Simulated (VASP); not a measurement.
HfIn4SiO6:

```
Hf In Si O
1.0
     2.71012   -4.69800    0.00000
     2.71012    4.69800    0.00000
    -1.71961    0.00000    7.13683
Hf In Si O
1 4 1 6
Direct
  0.83365 0.16635 0.00000
  0.00649 0.99351 0.50000
  0.33003 0.66997 0.50000
  0.66592 0.33408 0.50000
  0.49851 0.50149 0.00000
  0.16624 0.83376 0.00000
  0.41957 0.06963 0.86563
  0.93037 0.58043 0.13437
  0.50354 0.89030 0.13943
  0.10970 0.49646 0.86057
  0.84204 0.80628 0.86182
  0.19372 0.15796 0.13818
```

The cell was built by a generator and needn't be a form met in nature.

| Item | Value |
| --- | --- |
| Program | VASP 6.6.1 |
| Task | relaxation of cell and atoms |
| Functional | PBE |
| Potentials or basis | VASP PAW PBE potentials, release 64 (Hf_pv, In_d, Si, O) |
| Cutoff | 520 eV |
| k mesh | 6 × 6 × 4 |
| Occupations | gaussian, width 0.1 eV |
| Spin | no spin polarisation |

At the start: pressure 1.6 GPa; volume 15.14 Å³/atom.

Task: How do energy, volume and symmetry change on relaxing?

Result: Over 13 steps the energy falls by 8.6 meV/atom and the volume is 15.79 Å³/atom (+4.3 %); space group C2 (No. 5, to 0.05 Å).

Step by step:
```tsv
step	energy change (eV)	largest force (eV/Å)	pressure (GPa)	volume (Å³)
1	0.0000	0.2335	1.64	181.73
2	-0.0469	0.3507	-0.85	185.83
3	-0.0469	0.3437	-0.80	185.75
4	-0.0820	0.2528	0.26	186.00
5	-0.0847	0.2367	0.65	186.08
6	-0.0994	0.0935	0.24	188.00
7	-0.1014	0.1643	0.01	189.05
8	-0.1029	0.0433	-0.05	189.53
9	-0.1029	0.0324	-0.04	189.47
10	-0.1032	0.0115	0.04	189.39
11	-0.1032	0.0103	0.05	189.38
12	-0.1032	0.0124	-0.04	189.53
13	-0.1032	0.0092	-0.01	189.48
```

Final structure:
```yaml
crystal:
  lattice:
    - [2.70189, -4.68564, 0.00203]
    - [2.70189, 4.68564, 0.00203]
    - [-1.70934, 0.00000, 7.48203]
  atoms:
    - { symbol: Hf, position: [0.83320, 0.16680, 0.00000] }
    - { symbol: In, position: [0.00451, 0.99549, 0.50000] }
    - { symbol: In, position: [0.32901, 0.67099, 0.50000] }
    - { symbol: In, position: [0.66906, 0.33094, 0.50000] }
    - { symbol: In, position: [0.49965, 0.50035, 0.00000] }
    - { symbol: Si, position: [0.16628, 0.83372, 0.00000] }
    - { symbol: O, position: [0.42043, 0.07326, 0.86830] }
    - { symbol: O, position: [0.92674, 0.57957, 0.13170] }
    - { symbol: O, position: [0.50425, 0.88979, 0.13334] }
    - { symbol: O, position: [0.11021, 0.49575, 0.86666] }
    - { symbol: O, position: [0.84355, 0.80712, 0.86655] }
    - { symbol: O, position: [0.19288, 0.15645, 0.13345] }
```
